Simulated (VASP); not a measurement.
All values below come from PBEsol GGA, VASP's PBE PAW potentials (set 64) (plane waves; VASP).

Gaps are without spin-orbit coupling.

Q: Order these relaxed crystals by band gap, smallest first: CdTe, F-43m (216); GaS, P6_3/mmc (194); Zn2SeS, R3m (160); Mg2Si, Fm-3m (225).

A: Mg2Si, Fm-3m (225) (0.11 eV), CdTe, F-43m (216) (0.66 eV), Zn2SeS, R3m (160) (1.42 eV), GaS, P6_3/mmc (194) (1.75 eV)
